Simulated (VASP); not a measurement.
These are PBEsol GGA, VASP's PBE PAW potentials (set 64) (plane waves; VASP) values and carry that method's errors.

A VASP calculation is set up with these files.

POSCAR:
```
Al2In2Sb4
1
    0.0030935795     6.3451133630     6.3450909100
    6.3482058511     0.0000010913     6.3481833258
    3.1741034712     3.1741034712     0.0000000000
In Sb Al
2 4 2
Direct
  0.9992200110   0.0002594515   0.0005205375
  0.9992200110   0.5002594515   0.0005205375
  0.1375285909   0.1208239416   0.2416474676
  0.1375285909   0.6208239416   0.2416474676
  0.6125955889   0.1291350306   0.2582693806
  0.6125955889   0.6291350306   0.2582693806
  0.5006558093   0.9997815763   0.9995626144
  0.5006558093   0.4997815763   0.9995626144
```

**INCAR**
```
ALGO = Normal
EDIFF = 1E-6
EDIFFG = -0.02
ENCUT = 400
GGA = PS
IBRION = 2
ISIF = 3
ISMEAR = 0
LASPH = .TRUE.
LCHARG = .FALSE.
LMAXMIX = 4
LREAL = .FALSE.
LWAVE = .FALSE.
NELM = 100
NSW = 60
PREC = Accurate
SIGMA = 0.05
SYSTEM = Al2In2Sb4
```

KPOINTS:
```
kpoints
0
G
3 3 6
```

POTCAR, in this order: In_d Sb Al (PBE.64 set). Program: vasp_std.

The run wrote:

OUTCAR:
```
 ion  position               nearest neighbor table
   1  0.999  0.000  0.001-   4 2.78   3 2.78   3 2.78   5 2.83
   2  0.999  0.500  0.001-   3 2.78   4 2.78   4 2.78   6 2.83
   3  0.138  0.121  0.242-   7 2.66   2 2.78   1 2.78   1 2.78
   4  0.138  0.621  0.242-   8 2.66   1 2.78   2 2.78   2 2.78
   5  0.613  0.129  0.258-   8 2.72   7 2.72   7 2.72   1 2.83
   6  0.613  0.629  0.258-   7 2.72   8 2.72   8 2.72   2 2.83
   7  0.501  1.000  1.000-   3 2.66   6 2.72   5 2.72   5 2.72
   8  0.501  0.500  1.000-   4 2.66   5 2.72   6 2.72   6 2.72
  LATTYP: Found a simple monoclinic cell.
 ALAT       =     7.7698639707
 B/A-ratio  =     0.5777269968
 C/A-ratio  =     1.0006499149
 COS(beta)  =    -0.3335469772
 Subroutine PRICEL returns following result:
  LATTYP: Found a trigonal (rhomboedric) cell.
 ALAT       =     7.7698772939
 COS(alpha) =     0.8331163309
 Subroutine GETGRP returns: Found  2 space group operations
The static configuration has the point symmetry C_1h.
The dynamic configuration has the point symmetry C_1h.
 Subroutine INISYM returns: Found  2 space group operations
 Subroutine IBZKPT returns following result:
 Found     20 irreducible k-points:

 Following reciprocal coordinates:
            Coordinates               Weight
  0.000000  0.000000  0.000000      1.000000
  0.333333  0.000000  0.000000      2.000000
  0.000000  0.333333  0.000000      2.000000
  0.333333  0.333333  0.000000      2.000000
 -0.333333  0.333333  0.000000      2.000000
  0.000000 -0.000000  0.166667      4.000000
  0.333333 -0.000000  0.166667      4.000000
 -0.333333  0.000000  0.166667      4.000000
  0.000000 -0.333333  0.166667      4.000000
 -0.333333 -0.333333  0.166667      2.000000
 -0.000000  0.000000  0.333333      4.000000
  0.333333  0.000000  0.333333      4.000000
 -0.333333 -0.000000  0.333333      4.000000
...
```

### OSZICAR
```
       N       E                     dE             d eps       ncg     rms          rms(c)
DAV:   1     0.343177621966E+03    0.34318E+03   -0.17650E+04  1240   0.124E+03
DAV:   2     0.119706949878E+01   -0.34198E+03   -0.33574E+03  1345   0.320E+02
DAV:   3    -0.323449652230E+02   -0.33542E+02   -0.32803E+02  1579   0.119E+02
DAV:   4    -0.334541102128E+02   -0.11091E+01   -0.11071E+01  1474   0.257E+01
DAV:   5    -0.335144751776E+02   -0.60365E-01   -0.60355E-01  1982   0.544E+00    0.748E+00
DAV:   6    -0.330617438347E+02    0.45273E+00   -0.77227E-01  1664   0.926E+00    0.445E+00
DAV:   7    -0.329537769806E+02    0.10797E+00   -0.48605E-01  1889   0.421E+00    0.108E+00
DAV:   8    -0.329491434139E+02    0.46336E-02   -0.49216E-02  1723   0.216E+00    0.640E-01
DAV:   9    -0.329503401739E+02   -0.11968E-02   -0.46989E-03  1451   0.560E-01    0.925E-02
DAV:  10    -0.329504854780E+02   -0.14530E-03   -0.46127E-04  1814   0.219E-01    0.672E-02
DAV:  11    -0.329505477455E+02   -0.62267E-04   -0.99522E-05  1551   0.532E-02    0.190E-02
DAV:  12    -0.329505632950E+02   -0.15550E-04   -0.17757E-05  1276   0.190E-02    0.117E-02
DAV:  13    -0.329505644169E+02   -0.11219E-05   -0.21722E-06  1164   0.101E-02    0.398E-03
DAV:  14    -0.329505643751E+02    0.41795E-07   -0.49414E-07   921   0.760E-03
   1 F= -.32950564E+02 E0= -.32950564E+02  d E =-.329506E+02
       N       E                     dE             d eps       ncg     rms          rms(c)
DAV:   1    -0.329563706320E+02   -0.58062E-02   -0.26249E-01  1894   0.487E+00    0.444E-01
DAV:   2    -0.329522182360E+02    0.41524E-02   -0.12436E-02  1638   0.150E+00    0.167E-01
DAV:   3    -0.329514757977E+02    0.74244E-03   -0.27602E-03  1689   0.635E-01    0.718E-02
DAV:   4    -0.329514701256E+02    0.56721E-05   -0.13270E-04  1530   0.844E-02    0.646E-02
DAV:   5    -0.329514591832E+02    0.10942E-04   -0.22704E-05  1705   0.302E-02    0.167E-02
DAV:   6    -0.329514597551E+02   -0.57195E-06   -0.54868E-06  1271   0.126E-02
   2 F= -.32951460E+02 E0= -.32951460E+02  d E =-.895380E-03
       N       E                     dE             d eps       ncg     rms          rms(c)
DAV:   1    -0.329514917822E+02   -0.32599E-04   -0.13155E-03  1883   0.351E-01    0.308E-02
DAV:   2    -0.329514704334E+02    0.21349E-04   -0.62620E-05  1645   0.106E-01    0.118E-02
DAV:   3    -0.329514671114E+02    0.33220E-05   -0.13373E-05  1143   0.462E-02    0.474E-03
DAV:   4    -0.329514674025E+02   -0.29108E-06   -0.13503E-06   790   0.957E-03
   3 F= -.32951467E+02 E0= -.32951467E+02  d E =-.903027E-03
       N       E                     dE             d eps       ncg     rms          rms(c)
DAV:   1    -0.329519619759E+02   -0.49486E-03   -0.71594E-02  1902   0.155E+00    0.107E-01
DAV:   2    -0.329517744668E+02    0.18751E-03   -0.12372E-03  1673   0.404E-01    0.426E-02
DAV:   3    -0.329517326113E+02    0.41855E-04   -0.22305E-04  1680   0.165E-01    0.152E-02
DAV:   4    -0.329517299030E+02    0.27083E-05   -0.18394E-05  1531   0.304E-02    0.148E-02
DAV:   5    -0.329517281304E+02    0.17726E-05   -0.11399E-06   921   0.948E-03    0.790E-03
DAV:   6    -0.329517263363E+02    0.17941E-05   -0.13776E-06   977   0.112E-02    0.209E-03
DAV:   7    -0.329517263813E+02   -0.45057E-07   -0.52171E-07   781   0.895E-03
   4 F= -.32951726E+02 E0= -.32951726E+02  d E =-.258979E-03
```

**OUTCAR**
```
------------------------ aborting loop because EDIFF is reached ----------------------------------------
  FORCE on cell =-STRESS in cart. coord.  units (eV):
  Direction    XX          YY          ZZ          XY          YZ          ZX
  --------------------------------------------------------------------------------------
  Total        0.0206599      0.0206599      0.0206988     -0.0091706      0.0092602     -0.0092603
  in kB        0.1298993      0.1298993      0.1301437     -0.0576600      0.0582237     -0.0582241
  external PRESSURE =       0.1299808 kB  Pullay stress =       0.0000000 kB
  volume of cell :      254.82
      direct lattice vectors                 reciprocal lattice vectors
     0.002574943  6.338540116  6.338535190    -0.078898524  0.078898524  0.078898623
     6.341118012 -0.000002953  6.341113019     0.078866450 -0.078866450  0.078834473
     3.170557530  3.170557530 -0.000000000     0.157733045  0.157668896 -0.157733096
 POSITION                                       TOTAL-FORCE (eV/Angst)
 -----------------------------------------------------------------------------------
      0.00932      6.33179      6.33178         0.007934     -0.007934     -0.007929
      3.17988      6.33179      9.50234         0.007934     -0.007934     -0.007929
      1.53303      1.63753      1.63753        -0.003501      0.003501      0.003506
      4.70359      1.63753      4.80808        -0.003501      0.003501      0.003506
      1.63808      4.70304      4.70304         0.000652     -0.000652     -0.000654
      4.80864      4.70304      7.87359         0.000652     -0.000652     -0.000654
      9.50760      6.34519      9.51575        -0.005085      0.005085      0.005077
      6.33704      6.34519      6.34519        -0.005085      0.005085      0.005077
 -----------------------------------------------------------------------------------
    total drift:                               -0.001032      0.001034      0.001068
  FREE ENERGIE OF THE ION-ELECTRON SYSTEM (eV)
  ---------------------------------------------------
  free  energy   TOTEN  =       -32.9517263813 eV

  energy  without entropy=      -32.9517263812  energy(sigma->0) =      -32.95172638

 reached required accuracy - stopping structural energy minimisation
```
(Selected blocks of OUTCAR.)

File CONTCAR:
```
Al2In2Sb4
   1.00000000000000
     0.0025749432201068    6.3385401164541397    6.3385351900948272
     6.3411180123888062   -0.0000029528143469    6.3411130193313543
     3.1705575297872541    3.1705575297872044   -0.0000000000000249
  In              Sb              Al
     2     4     2
Direct
     0.9984023447844813    0.0005323249656259    0.0010653302498928
     0.9984023447844813    0.5005323249656259    0.0010653302498928
     0.1374432623590704    0.1208520534613538    0.2417046842795776
     0.1374432623590704    0.6208520534613537    0.2417046842795776
     0.6128839726585978    0.1290389033726503    0.2580771240687467
     0.6128839726585978    0.6290389033726502    0.2580771240687467
     0.5012704202978452    0.9995767182003701    0.9991528615017847
     0.5012704202978452    0.4995767182003701    0.9991528615017847
```

The structure was generated: Al2In2Sb4 was put into an ordered model structure (R3m), which need not be its known phase. This run relaxes it. Symmetry was kept, so distortions that lower it aren't found. The start is the result of an earlier pass.
